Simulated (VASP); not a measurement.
Input of a VASP 6.6.1 run:

The input INCAR:

```
SYSTEM = GaAs
  PREC = Accurate
  ENCUT = 520
  EDIFF = 1E-7
  ISMEAR = 0
  SIGMA = 0.02
  LREAL = .False.
  LASPH = .True.
  NELM = 100
  ALGO = Normal
  ISIF = 2
  LWAVE = .False.
  LCHARG = .False.
  GGA = PE
  NBANDS = 11
```

File KPOINTS:

```
Automatic mesh
0
Gamma
  10 10 10
  0 0 0
```

Contents of POSCAR:

```
GaAs                                    
1.0
    0.0000000000      2.9373389985      2.9373389985
    2.9373389985      0.0000000000      2.9373389985
    2.9373389985      2.9373389985      0.0000000000
  Ga              As            
     1     1
Direct
     0.0000000000000000    0.0000000000000000    0.0000000000000000
     0.2500000000000000    0.2500000000000000    0.2500000000000000
```

Potentials or basis: VASP PAW PBE potentials, release 64 (Ga, As).

Launch:

```bash
$ cat potpaw_PBE.64/Ga/POTCAR potpaw_PBE.64/As/POTCAR > POTCAR
$ mpirun -np 1 vasp_std > vasp.out
```

What does it give for the band gap on the k mesh?

None (metal or under the smearing width).

Estimate the pressure.

-3.1 GPa.
